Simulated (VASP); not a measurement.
Input for VASP

### INCAR
```
SYSTEM = ZnSe
PREC = Accurate
ENCUT = 480
EDIFF = 1E-7
NELM = 100
ALGO = Normal
LREAL = .FALSE.
LASPH = .TRUE.
ISMEAR = 0
SIGMA = 0.05
METAGGA = R2SCAN
LMIXTAU = .TRUE.
LMAXMIX = 4
LWAVE = .FALSE.
LCHARG = .FALSE.
ISIF = 3
IBRION = 2
NSW = 40
EDIFFG = -0.01
PSTRESS = 200
```

**POSCAR**
```
ZnSe
1.0
  0.0000000000   2.6533568151   2.6533568151
  2.6533568151   0.0000000000   2.6533568151
  2.6533568151   2.6533568151   0.0000000000
Zn Se
1 1
Cart
  0.0000000000   0.0000000000   0.0000000000
  1.3266784075   1.3266784075   1.3266784075
```

KPOINTS:
```
Automatic mesh
0
Gamma
8 8 8
0 0 0
```

POTCAR, in this order: Zn Se (PBE.64 set). Program: vasp_std.

**Question.** Write an equivalent input for Ansatz.

**Answer.** One equivalent input (not run):
Ansatz 0.2 input:
```yaml
crystal:
  lattice:
    - [0.0000000, 2.6533568, 2.6533568]
    - [2.6533568, 0.0000000, 2.6533568]
    - [2.6533568, 2.6533568, 0.0000000]
  atoms:
    - { symbol: Zn, position: [0.0000000, 0.0000000, 0.0000000] }
    - { symbol: Se, position: [0.2500000, 0.2500000, 0.2500000] }
kpoints:
  mp_grid: { grid: [8, 8, 8] }
hamiltonian:
  xc: r2scan
  pseudopotentials: { kind: paw }
scf:
  occupations: { method: gaussian, width: 0.05 }
  max_iter: 100
relax:
  max_steps: 40
  f_tol: 0.01
  cell: { p_target: 20 }
output: { forces: true, stress: true, eigenvalues: true }
```
What does not carry over: each code has its own PAW files, so the cut-off isn't converted (ENCUT is set for VASP's; basis.ecutwfc is left out, and Ansatz then takes the one that its files recommend); Ansatz stops its SCF on the density residual and VASP on the energy change (EDIFF).

The compound is ZnSe in the zinc blende structure. It was relaxed first under an external pressure of 20 GPa.
